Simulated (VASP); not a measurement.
A VASP calculation is set up with these files.

**INCAR**
```
SYSTEM = Nb
PREC = Accurate
ENCUT = 520
EDIFF = 1E-7
NELM = 100
ALGO = Normal
LREAL = .FALSE.
LASPH = .TRUE.
ISMEAR = 1
SIGMA = 0.1
GGA = RE
LMAXMIX = 4
LWAVE = .FALSE.
LCHARG = .FALSE.
ISIF = 2
```

### KPOINTS
```
Automatic mesh
0
G
15 15 15
```

POSCAR:
```
Nb
1
   -1.6278997042     1.6278997042     1.6278997042
    1.6278997042    -1.6278997042     1.6278997042
    1.6278997042     1.6278997042    -1.6278997042
Nb
1
Direct
  0.0000000000   0.0000000000   0.0000000000
```

POTCAR, in this order: Nb_sv (PBE.64 set). Program: vasp_std.

Translate this revPBE calculation to Quantum ESPRESSO's pw.x.

One equivalent input (not run):
```
&CONTROL
  calculation = 'scf'
  pseudo_dir = './pseudo'
  outdir = './out'
  tprnfor = .true.
  tstress = .true.
/
&SYSTEM
  ibrav = 0
  nat = 1
  ntyp = 1
  ecutwfc = 82
  occupations = 'smearing'
  smearing = 'methfessel-paxton'
  degauss = 0.00735
  input_dft = 'revpbe'
/
&ELECTRONS
  conv_thr = 7.3e-09
  electron_maxstep = 100
/
ATOMIC_SPECIES
  Nb 92.906 Nb.upf
CELL_PARAMETERS angstrom
    -1.6278997    1.6278997    1.6278997
     1.6278997   -1.6278997    1.6278997
     1.6278997    1.6278997   -1.6278997
ATOMIC_POSITIONS crystal
  Nb   0.0000000  0.0000000  0.0000000
K_POINTS automatic
  15 15 15 0 0 0
```
What does not carry over: the potentials are each code's own (VASP's PAW set, PseudoDojo norm-conserving files in pw.x), so ENCUT and ecutwfc are chosen apart and not converted; conv_thr bounds pw.x's estimated SCF error, while EDIFF bounds the energy change between steps.

The compound is Nb in the bcc structure. This cell is one point of a volume scan, at 0.94 of the reference volume.
